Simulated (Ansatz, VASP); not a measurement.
## NaMo3: VASP beside Ansatz

```xyz
4
Lattice="4.0368 0.0000 0.0000 0.0000 4.0368 0.0000 0.0000 0.0000 4.0368" Properties=species:S:1:pos:R:3 pbc="T T T"
Na    0.0000    0.0000    0.0000
Mo    0.0000    2.0184    2.0184
Mo    2.0184    0.0000    2.0184
Mo    2.0184    2.0184    0.0000
```

Alike in both runs: functional PBE; k mesh 4 × 4 × 4; occupations gaussian, width 0.1 eV; no spin polarisation.

Ansatz relaxed the structure, and its values are those at the end. VASP's run is a single point on that final structure, the one shown.

|  | VASP | Ansatz |
| --- | --- | --- |
| version | VASP 6.6.1 | Ansatz 0.2.0 |
| potentials or method | VASP PAW PBE potentials, release 64 (Na_pv, Mo_sv) | scalar-relativistic, plane waves, PAW |
| plane-wave cutoff (eV) | 520 | 420 |
| valence electrons in the cell | 49 | 51 |

```tsv
	VASP	Ansatz	Ansatz less VASP
gap on the k mesh at the Fermi level (eV)	none	none	-
pressure (GPa)	0.3	0.0	-0.32
```

A gap of «none» marks a metal or a gap that the smearing closes. The functional is the same, so the differences come from potentials, cutoffs and numerics. The two sets of potentials don't hold the same shells in valence.

Caveats: the k mesh is coarse (spacing up to 0.39 Å⁻¹), so the values aren't converged.
